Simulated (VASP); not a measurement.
Input of a VASP 6.6.1 run:

Contents of INCAR:

```
SYSTEM = VMoS3
  PREC = Normal
  ENCUT = 520
  EDIFF = 1E-4
  ISMEAR = 0
  SIGMA = 0.15
  LREAL = .FALSE.
  LASPH = .TRUE.
  NELM = 60
  ALGO = Fast
  ISIF = 3
  LWAVE = .FALSE.
  LCHARG = .FALSE.
  ISPIN = 2
  MAGMOM = 2 1 0 0 0
  LORBIT = 11
  LMAXMIX = 4
  GGA = PE
  IBRION = 2
  NSW = 24
  EDIFFG = -0.08
```

KPOINTS

```
Automatic mesh
0
G
  3 3 3
  0 0 0
```

File POSCAR:

```
VMoS3
1.0
    5.2517159300      0.0000000000      0.0000000000
    0.0000000000      5.2517159300      0.0000000000
    0.0000000000      0.0000000000      4.1938959100
V Mo S
1 1 3
Direct
    0.0000000000      0.0000000000      0.0000000000
    0.5000000000      0.5000000000      0.0000000000
    0.5000000000      0.0000000000      0.5000000000
    0.0000000000      0.5000000000      0.5000000000
    0.5000000000      0.5000000000      0.5000000000
```

Potentials or basis: VASP PAW PBE potentials, release 64 (V_sv, Mo_sv, S).

Launch:

```bash
$ cat potpaw_PBE.64/V_sv/POTCAR potpaw_PBE.64/Mo_sv/POTCAR potpaw_PBE.64/S/POTCAR > POTCAR
$ mpirun -np 1 vasp_std > vasp.out
```

(1) Predict the relaxed volume.

(2) What does it give for the space group after relaxing (to 0.05 Å)?

(3) What does it give for the relaxed cell?

Answers

(1) 19.26 Å³/atom.

(2) P4/mmm (No. 123).

(3) a = 4.701 Å, b = 4.701 Å, c = 4.357 Å, α = 90.00°, β = 90.00°, γ = 90.00°.

Caveat: the k mesh is coarse (spacing up to 0.50 Å⁻¹), so the values aren't converged; the volume moved by over 15 % at a fixed basis, so the end points are rough.
